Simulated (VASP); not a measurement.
Level of theory: optB86b-vdW, VASP's PBE PAW potentials (set 64) (plane waves; VASP).

VASP ran on this input.

**INCAR**
```
SYSTEM = C
PREC = Accurate
ENCUT = 520
EDIFF = 1E-6
NELM = 100
ALGO = Normal
LREAL = .FALSE.
LASPH = .TRUE.
ISMEAR = 0
SIGMA = 0.05
GGA = MK
PARAM1 = 0.1234
PARAM2 = 1.0
LUSE_VDW = .TRUE.
AGGAC = 0.0
LWAVE = .FALSE.
LCHARG = .FALSE.
IBRION = 2
ISIF = 3
NSW = 60
EDIFFG = -0.02
```

File POSCAR:
```
C
1
    1.2307166181    -2.1316632181     0.0000000000
    1.2307166181     2.1316632181     0.0000000000
    0.0000000000    -0.0000000000     7.1929605768
C
4
Direct
  0.0000000000   0.0000000000   0.2500000000
  0.0000000000   0.0000000000   0.7500000000
  0.3333330000   0.6666670000   0.2500000000
  0.6666670000   0.3333330000   0.7500000000
```

KPOINTS:
```
Automatic mesh
0
Gamma
9 9 3
0 0 0
```

POTCAR, in this order: C (PBE.64 set). Program: vasp_std.

Energy and stress use the plane-wave basis of the starting cell.

**Question.** Predict the energy per atom (σ→0), volume per atom, band gap (on the k-mesh).

**Answer.** 
```
Quantity                                                     Value
------------------------  ----------------------------------------
energy per atom (σ→0)                               -8.133 eV/atom
band gap (on the k-mesh)  none (metal, semimetal or under 0.01 eV)
volume per atom                                       8.59 Å³/atom
```

File OSZICAR:
```
...
       N       E                     dE             d eps       ncg     rms          rms(c)
DAV:   1    -0.325402240585E+02   -0.43901E-01   -0.50627E-01   636   0.751E+00    0.631E-01
DAV:   2    -0.325351770404E+02    0.50470E-02   -0.83402E-03   664   0.770E-01    0.369E-01
DAV:   3    -0.325331211875E+02    0.20559E-02   -0.53010E-03   616   0.522E-01    0.479E-02
DAV:   4    -0.325331010022E+02    0.20185E-04   -0.96157E-05   708   0.797E-02    0.315E-02
DAV:   5    -0.325330848858E+02    0.16116E-04   -0.19156E-05   688   0.371E-02    0.338E-03
DAV:   6    -0.325330848026E+02    0.83256E-07   -0.46437E-07   488   0.549E-03
   9 F= -.32533085E+02 E0= -.32532464E+02  d E =-.439338E-03
```

The compound is C in the graphite structure. This run relaxes it. Symmetry was kept, so distortions that lower it aren't found. The k-mesh is coarse (spacing up to 0.33 per Å, 2π included), so the numbers may not be converged in it.
